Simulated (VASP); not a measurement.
Consider the following.

```
CELL_PARAMETERS angstrom
      0.00218     4.61442     4.61441
      4.61657     0.00003     4.61656
      2.30830     2.30830     0.00000
ATOMIC_POSITIONS crystal
  Zr 0.99835 0.00055 0.00110
  Zr 0.99835 0.50055 0.00110
  Zr 0.50165 0.99945 0.99890
  Zr 0.50165 0.49945 0.99890
  N  0.25000 0.25000 0.50000
  N  0.25000 0.75000 0.50000
  C  0.75000 0.25000 0.50000
  C  0.75000 0.75000 0.50000
```

Level of theory: PBEsol GGA, VASP's PBE PAW potentials (set 64) (plane waves; VASP). Run with 520 eV cut-off, 7×7×13 Γ-centred mesh, tetrahedra with Blöchl corrections, potentials Zr_sv N C.

### Question
Predict the energy per atom (σ→0), band gap (on the k-mesh) with the smallest direct gap where there is one.

### Answer

* **band gap (on the k-mesh)**: none (metal, semimetal or under 0.01 eV)
* **energy per atom (σ→0)**: -10.572 eV/atom

Only differences to runs with the same potentials and settings are physical.

The structure was generated: Zr4C2N2 was put into an ordered model structure (R-3m), which need not be its known phase. It was relaxed first.
